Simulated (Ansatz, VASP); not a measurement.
**CdIr in two plane-wave programs**

Wanted: the spread between two codes on one cell, functional and k mesh. The cell is generated by rule, not measured, and may not be a known phase. The cell is taken from a series of VASP runs on this material, whose earlier steps may have relaxed, scaled or displaced it; both programs get it as it stands.

Calculated with Ansatz 0.2.0; plane waves, with VASP 6.6.1 beside it; single point at PBE.

### 1. The starting structure

Symmetry: P6/mmm, No. 191, hexagonal system. Conventional cell: a = 2.764 Å, b = 2.764 Å, c = 5.497 Å, α = 90.00°, β = 90.00°, γ = 120.00°. Nearest to Cd lie 2 Ir at 2.75 Å and 6 Cd at 2.76 Å. Nearest to Ir lie 2 Cd at 2.75 Å and 6 Ir at 2.76 Å. Farther neighbours are not listed.

### 2. VASP: single point, PBE

With cell and atoms fixed, the geometry can't cause a difference; cores, projectors, grids and the points listed under the comparison can.

Lines of VASP's logs that name or quote its potential files are left out, and so is its time.

The input, INCAR:

```
SYSTEM = CdIr
PREC = Accurate
ENCUT = 400
EDIFF = 1E-06
NELM = 100
ISMEAR = -1
SIGMA = 0.05
LREAL = .FALSE.
ALGO = Normal
GGA = PE
NBANDS = 16
LORBIT = 11
LWAVE = .FALSE.
LCHARG = .FALSE.
ISIF = 2
```

The input, POSCAR:

```
CdIr
1.0
    2.7642197954      0.0000000008      0.0000000000
   -1.3821099012      2.3938845671      0.0000000000
    0.0000000000      0.0000000000      5.4971124467
Cd Ir
1 1
Direct
    0.0000000000      0.0000000000      0.0000000000
    0.0000000000      0.0000000000      0.5000000000
```

The input, KPOINTS:

```
Automatic mesh
0
Gamma
9 9 4
0 0 0
```

PAW data sets: Cd and Ir (PBE family, release 64).

The run is started by

```
mpirun -np 1 vasp_std
```

Numbers of over 12 decimals in the logs are rounded to 6 here.

What it wrote:

```text
[banner, memory and clock lines left out]
running    1 mpi-ranks, on    1 nodes
 distrk:  each k-point on    1 cores,    1 groups
 distr:  one band on    1 cores,    1 groups

 POSCAR found type information on POSCAR CdIr
 POSCAR found :  2 types and       2 ions
 LDA part: xc-table for (Slater+PW92), standard interpolation
 POSCAR, INCAR and KPOINTS ok, starting setup
 FFT: planning ... GRIDC
 FFT: planning ... GRID_SOFT
 FFT: planning ... GRID
 WAVECAR not read
 entering main loop
       N       E                     dE             d eps       ncg     rms          rms(c)
DAV:   1     0.134832278595E+03    0.13483E+03   -0.93343E+03  1160   0.104E+03
DAV:   2    -0.583667019399E+01   -0.14067E+03   -0.13438E+03  1152   0.314E+02
DAV:   3    -0.913371250797E+01   -0.32970E+01   -0.32850E+01  1568   0.554E+01
DAV:   4    -0.914920182165E+01   -0.15489E-01   -0.15488E-01  1312   0.349E+00
DAV:   5    -0.914948583489E+01   -0.28401E-03   -0.28401E-03  1568   0.452E-01    0.935E+00
DAV:   6    -0.862928320325E+01    0.52020E+00   -0.77139E-01  1376   0.119E+01    0.566E+00
DAV:   7    -0.853361471217E+01    0.95668E-01   -0.34172E-01  1296   0.533E+00    0.194E+00
DAV:   8    -0.852675451086E+01    0.68602E-02   -0.51722E-02  1280   0.183E+00    0.893E-01
DAV:   9    -0.852348916698E+01    0.32653E-02   -0.10958E-02  1440   0.116E+00    0.166E-01
DAV:  10    -0.852336968751E+01    0.11948E-03   -0.48443E-04  1344   0.228E-01    0.571E-02
DAV:  11    -0.852337284349E+01   -0.31560E-05   -0.44612E-05  1416   0.698E-02    0.107E-02
DAV:  12    -0.852337370314E+01   -0.85966E-06   -0.18650E-06  1160   0.154E-02
   1 F= -.85233737E+01 E0= -.85138479E+01  d E =-.190516E-01
```

Parts of OUTCAR (step 2):

```text
ion  position               nearest neighbor table
   1  0.000  0.000  0.000-   2 2.75   2 2.75
   2  0.000  0.000  0.500-   1 2.75   1 2.75

  LATTYP: Found a hexagonal cell.
 ALAT       =     2.7642197954
 C/A-ratio  =     1.9886669128

 Subroutine GETGRP returns: Found 24 space group operations
 (whereof 24 operations were pure point group operations)

The static configuration has the point symmetry D_6h.

 Found     36 irreducible k-points:

   k-points           NKPTS =     36   k-points in BZ     NKDIM =     36   number of bands    NBANDS=     16

   dimension x,y,z NGX =    18 NGY =   18 NGZ =   36
   dimension x,y,z NGXF=    36 NGYF=   36 NGZF=   72

   ENCUT  =  400.0 eV  29.40 Ry    5.42 a.u.   4.51  4.51  8.96*2*pi/ulx,y,z

   NELECT =      21.0000    total number of electrons

 k-points in reciprocal lattice and weights: Automatic mesh
   0.00000000  0.00000000  0.00000000       0.003
   0.11111111  0.00000000  0.00000000       0.019
   0.22222222  0.00000000  0.00000000       0.019
   0.33333333  0.00000000  0.00000000       0.019
   0.44444444  0.00000000  0.00000000       0.019
   0.11111111  0.11111111  0.00000000       0.019
   0.22222222  0.11111111  0.00000000       0.037
   0.33333333  0.11111111  0.00000000       0.037
   0.44444444  0.11111111  0.00000000       0.019
[...]
0.33333333  0.22222222  0.50000000       0.037
   0.33333333  0.33333333  0.50000000       0.006

 average (electrostatic) potential at core
       1 -37.3067       2 -52.9753

 E-fermi :   5.0348

 k-point     1 :       0.0000    0.0000    0.0000
  band No.  band energies     occupation
    ...
      6      -3.2810      2.00000
      7      -0.9319      2.00000
      8       2.7781      2.00000
      9       2.7781      2.00000
     10       2.8644      2.00000
     11       5.4170      0.00096
     12       5.4170      0.00096
     13       6.0491      0.00000
     14      17.1712      0.00000
     15      20.6082      0.00000
    ...

 k-point     2 :       0.1111    0.0000    0.0000
  band No.  band energies     occupation
    ...
      6      -3.3115      2.00000
      7      -0.5335      2.00000
      8       2.5233      2.00000
      9       2.8737      2.00000
     10       3.1396      2.00000
     11       5.3227      0.00629
     12       5.5682      0.00005
     13       6.1208      0.00000
     14      17.8906      0.00000
     15      19.8783      0.00000
    ...

 k-point     3 :       0.2222    0.0000    0.0000
  band No.  band energies     occupation
    ...
      6      -2.4869      2.00000
      7       0.3455      2.00000
      8       2.3319      2.00000
      9       2.5949      2.00000
     10       4.1468      2.00000
     11       5.0924      0.48022
     12       6.3253      0.00000
     13       6.3611      0.00000
     14      15.7933      0.00000
     15      19.5729      0.00000
    ...

  Total       -0.1732453     -0.1732453      0.4208253      0.0000000      0.0000000      0.0000000
  in kB       -7.6306507     -7.6306507     18.5354030      0.0000000      0.0000000      0.0000000
  external PRESSURE =       1.0913672 kB  Pullay stress =       0.0000000 kB

  energy-cutoff  :      400.00
  volume of cell :       36.38
      direct lattice vectors                 reciprocal lattice vectors
     2.764219795  0.000000001  0.000000000     0.361765733  0.208865543  0.000000000
    -1.382109901  2.393884567  0.000000000    -0.000000000  0.417731086  0.000000000
     0.000000000  0.000000000  5.497112447     0.000000000  0.000000000  0.181913688

 POSITION                                       TOTAL-FORCE (eV/Angst)
 -----------------------------------------------------------------------------------
      0.00000      0.00000      0.00000         0.000000      0.000000      0.000000
      0.00000      0.00000      2.74856         0.000000      0.000000      0.000000
 -----------------------------------------------------------------------------------
    total drift:                               -0.000000      0.000000      0.000000

  FREE ENERGIE OF THE ION-ELECTRON SYSTEM (eV)
  ---------------------------------------------------
  free  energy   TOTEN  =        -8.5233737031 eV

  energy  without entropy=       -8.5043221337  energy(sigma->0) =       -8.51384792

 total charge
# of ion       s       p       d       tot
------------------------------------------
    1        0.562   0.391   9.489  10.442
    2        0.643   0.464   6.927   8.034
--------------------------------------------------
tot          1.205   0.854  16.416  18.475

[... 3 further parts left out ...]
```

The run ends at a pressure of 0.11 GPa.

### 3. Ansatz: single point, PBE

Ansatz runs on its default PAW (the set named soft_2) files.

The same cell, functional, mesh and smearing now go to Ansatz, which takes its cutoff from its data sets.

The input, input.yaml:

```yaml
crystal:
  lattice:
    - [2.7642197954, 8.0e-10, 0.0]
    - [-1.3821099012, 2.3938845671, 0.0]
    - [0.0, 0.0, 5.4971124467]
  atoms:
    - { symbol: Cd, position: [0.0, 0.0, 0.0] }
    - { symbol: Ir, position: [0.0, 0.0, 0.5] }
hamiltonian:
  xc: pbe
  pseudopotentials: { kind: paw }
kpoints:
  mp_grid: { grid: [9, 9, 4] }
scf:
  occupations: { method: fermi_dirac, width: 0.05 }
  n_extra_bands: 4
output:
  forces: true
  stress: true
  eigenvalues: true
```

The run is started by

```
ansatz run input.yaml --threads 2 --pin off --max-ram 4608MiB --backend cpu --events-out ev --progress --plain --runs-dir out
```

What it wrote:

```text
Warning: crystal.lattice misses the space group found at crystal.symmetry.tolerance 1.0e-5 in a digit that the deck types, which is why this is a warning: making the lattice exact moves one of its numbers by a whole unit of that number's last typed decimal, or more. The operation that it misses by the most changes a squared length by the fraction 3.37e-9. The run uses the lattice that is a stretch of the typed one, w [...]
scf.n_extra_bands = 4 over 19 filled bands (N_el = 37.0): the run solves 23 bands
Engine: ansatz 0.2.0, aarch64-unknown-linux-gnu
Pseudopotentials: kind: paw
Pseudopotential: Cd, paw, valence charge 20, recommended cutoff 420 eV (normal), Cd.paw.azcp
Pseudopotential: Ir, paw, valence charge 17, recommended cutoff 420 eV (normal), Ir.paw.azcp
Functional definition: PBE
  parameter kappa = 0.804
  parameter beta = 0.066725
  exchange = pbe_x(kappa = kappa, mu = beta*pi^2/3)
  correlation = pbe_c(beta = beta)
Crystal: 2 atoms, lattice volume = 36.376 Å³
Basis set: ecut = 420 eV, 691 PW (Γ), exchange–correlation on 40×40×80 points (8 copies of the dense FFT grid, shifted against one another)
Bands: 23, of which v1, the nominal top of the filled ones, is band 19 counted from 1 (18 counted from 0)
Symmetry: 24 space group operations
Space group: P6/mmm (ITA 191), of the structure as read, at distance tolerance 3.3e-5 Å
k-points: 36 of 324
Non-local potential: Cd, projectors of the file, l = 0: 3, l = 1: 2, l = 2: 2, l = 3: 1
Non-local potential: Ir, projectors of the file, l = 0: 3, l = 1: 2, l = 2: 2, l = 3: 1
PAW form: soft (Blöchl's): semilocal exchange-correlation on the pseudo side does not see the compensation charge
PAW one-centre angular grid: Cd, 590 points (default); XC on 64 Gauss nodes
PAW one-centre angular grid: Ir, 590 points (default); XC on 64 Gauss nodes
Initial density: superposition of atomic densities (neutral atoms: chi_scale 0, normalization atom), corrected by the library's trained network
Initial wavefunctions: pseudopotential atomic-orbital guess
Functional: x = pbe(κ = 0.804, μ = 0.219515), c = pbe(β = 0.066725)
SCF iter   1: F=—  HF=-20188.711810 eV  |F-HF|=—  |Δ(HF+E_count)|=         —  Δρ=6.80e-3  dr2=1.99e-2  ethr=1.77e-3  ⟨swp⟩=5.8  Hψ=3251  notcnv=0
preconditioner: auto → Kerker (q_TF=auto, 2.736 Å⁻¹)  [metal: Δε(μ)=0.009 eV  Ē_g=11.286 eV  σ=0.050 eV  W_gap=0.04  n_scr=10 (ndim 8)  ℏωp=28.2 eV  f_vac=0.000  D(μ)=2.39/eV (n_scr^D=24)]
SCF iter   2: F=—  HF=-20188.709501 eV  |F-HF|=—  |Δ(HF+E_count)|=   2.31e-3  Δρ=2.86e-3  dr2=3.59e-3  ethr=5.37e-5  ⟨swp⟩=1.2  Hψ=1124  notcnv=0
SCF iter   3: F=—  HF=-20188.708744 eV  |F-HF|=—  |Δ(HF+E_count)|=   7.57e-4  Δρ=9.73e-4  dr2=6.26e-4  ethr=9.70e-6  ⟨swp⟩=1.2  Hψ=840  notcnv=0
SCF iter   4: F=—  HF=-20188.708588 eV  |F-HF|=—  |Δ(HF+E_count)|=   1.55e-4  Δρ=2.79e-4  dr2=3.34e-5  ethr=1.69e-6  ⟨swp⟩=2.3  Hψ=1144  notcnv=0
SCF iter   5: F=—  HF=-20188.708597 eV  |F-HF|=—  |Δ(HF+E_count)|=   8.25e-6  Δρ=5.18e-5  dr2=9.77e-7  ethr=9.01e-8  ⟨swp⟩=1.6  Hψ=942  notcnv=0
SCF iter   6: F=—  HF=-20188.708597 eV  |F-HF|=—  |Δ(HF+E_count)|=   7.55e-8  Δρ=1.72e-5  dr2=1.08e-7  ethr=2.70e-10  ⟨swp⟩=5.6  Hψ=3372  notcnv=0
SCF iter   7: F=-20188.708597 eV  HF=-20188.708597 eV  |F-HF|=2.63e-9  |Δ(HF+E_count)|=   6.15e-9  Δρ=5.27e-6  dr2=8.10e-9  ethr=2.70e-10  ⟨swp⟩=4.0  Hψ=2470  notcnv=0
SCF 1 converged in 7 iterations: F = -20188.708597 eV  dr2 = 8.10e-9
  greatest PAW one-centre occupation: 1.000 electrons in one spin orbital (limit 2), on the Cd atom at site 0 (counted from 0), in its partial waves of l = 0
SCF converged after 7 iterations
Free energy (F): -20188.708597 eV
Harris-Foulkes:  -20188.708597 eV  (|F-HF|=2.63e-9)
Internal energy: -20188.689873 eV  (E = F + TS)
E sigma→0 (E₀):  -20188.699235 eV
Entropy (-TS):   -0.018724 eV (-9.362 meV/atom)
Fermi energy:    17.997274 eV
--- Per-component energies (eV) ---
  E_band       = -521.296966
  E_kinetic    = 1126.367585
  E_local      = -4160.216168  (includes V_loc(G=0)·N_el)
  E_nonlocal   = 105.408432
  E_hartree    = 1848.777920
  E_xc         = -444.348746
  E_vxc        = -521.271672  (∫ρ·V_xc dr)
  E_paw        = -13304.888526  (= ΣΔE_a)
  E_vpaw       = -769.145816  (= ΣTr[D̂ρ^β])
  E_aug_tail   = 0.000063  (compensation charges beyond the density's cutoff)
  E_ewald      = -5359.790433
  E_smearing   = -0.018724  (= −TS)
  E_closure    = -0.000000  (closes the sum)
  Σ components = -20188.708597   (vs F -20188.708597, Δ=0.00e0)
--- Forces (eV/Å), atoms counted from 1 ---
  atom   1  Cd     0.00000000    -0.00000000     0.00000000
  atom   2  Ir     0.00000000    -0.00000000     0.00000000
  max |Σ_I F_I| component: 7.19e-32 eV/Å
--- Stress (GPa, compression-positive) ---
       -0.907454       0.000000       0.000000
        0.000000      -0.907454       0.000000
        0.000000       0.000000       1.518452
  P = ⅓ Tr σ = -0.0988 GPa (-0.988 kbar)
--- Band table (eV; the first three rows and the last of 36) ---
  k-point 0: bands = [... 15 lower, 15.7644, 15.7644, 15.8256, 18.3821, 18.3821, 19.0202, 29.9207, 32.7812]
  k-point 1: bands = [... 15 lower, 14.7175, 15.7627, 15.7627, 18.3468, 18.3468, 20.9144, 27.8378, 33.0263]
  k-point 2: bands = [... 15 lower, 14.0626, 15.7609, 15.7609, 18.3117, 18.3117, 23.6272, 24.9104, 33.7099]
  k-point 35: bands = [... 15 lower, 15.4014, 15.4014, 16.3173, 20.7414, 21.7822, 21.7822, 23.1195, 25.6007]
```

Elapsed: 1.7 s, on 2 threads of Arm Neoverse N1, shared host; peak memory 0.3 GiB; 3 s of CPU time.

Reading the cycles: dr2 is the Hartree energy of the density residual (eV), the measure of convergence; HF is the Harris–Foulkes estimate of the energy, which meets the free energy F at convergence.

The run ends at a pressure of -0.10 GPa.

### 4. Side by side

Known differences besides the potentials themselves: the data sets hold 37 valence electrons in Ansatz (default PAW (the set named soft_2) files) and 21 in VASP; the cutoff is 420 eV in Ansatz and 400 eV in VASP; VASP leaves aspherical gradient terms in its spheres out (LASPH is not set), Ansatz keeps them. Total energies have different zeros and are not compared.

Compared:

```csv
quantity,Ansatz,VASP,difference
pressure (GPa),-0.10,0.11,-0.21
pressure without Ansatz's Pulay correction (GPa),-0.17,0.11,-0.28
```

Ansatz's pressure holds a Pulay correction of 0.07 GPa; VASP's holds none.

### 5. Summary of results

```
difference in pressure (single point, PBE) : -0.21 GPa
```

What this shows: The difference in pressure is -0.21 GPa (single point, PBE), within the 1 GPa picked in this series as the mark of a large difference. Such differences can come from data sets, numerical settings and the points named under the comparisons, not from the functional's error against experiment.

[Lines on the potential files, build, host, timing and source positions are cut from VASP's logs without a mark.]

[Logs are printed without paths, hosts, clocks, repeated set-up lines and the standing remarks that a program may print on its own settings, such as how far it seeks lower states.]

[Hosts, paths, dates, database ids (printed as entryN), source tags and the programs' standing remarks are cut or masked in the printed files.]
